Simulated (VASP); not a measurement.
A run of VASP 6.6.1:

The input INCAR:

```
  PREC = Accurate
  ENCUT = 600
  EDIFF = 1E-6
  ISMEAR = 0
  SIGMA = 0.03
  LREAL = False
  LASPH = True
  NELM = 80
  ALGO = Normal
  ISIF = 3
  LWAVE = False
  LCHARG = False
  GGA = PS
  IBRION = 2
  NSW = 90
  EDIFFG = -0.01
```

The input KPOINTS:

```
Automatic mesh
0
Gamma
  9 9 4
```

POSCAR

```
Y2CF2
1.0
    3.6651000000      0.0000000000      0.0000000000
   -1.8325500000      3.1740697100      0.0000000000
    0.0000000000      0.0000000000      6.2969700000
Y C F
2 1 2
Direct
    0.3333333300      0.6666666700      0.2145000000
    0.6666666700      0.3333333300      0.7855000000
    0.0000000000      0.0000000000      0.0000000000
    0.3333333300      0.6666666700      0.6031000000
    0.6666666700      0.3333333300      0.3969000000
```

Potentials or basis: VASP PAW PBE potentials, release 64 (Y_sv, C, F).

The run is started by

```sh
$ cat potpaw_PBE.64/Y_sv/POTCAR potpaw_PBE.64/C/POTCAR potpaw_PBE.64/F/POTCAR > POTCAR
$ mpirun -np 1 vasp_std > vasp.out
```

Hardware: 1 thread of AMD EPYC 9R45 96-Core Processor (Zen 5), on a shared host.

Task: Estimate the wall time of this run.

Result: Wall time 4.5 min on 1 thread of AMD EPYC 9R45 96-Core Processor (Zen 5) (shared host), peak memory 0.25 GiB. Counts: scf iterations 65, k points 43, ion steps 9.
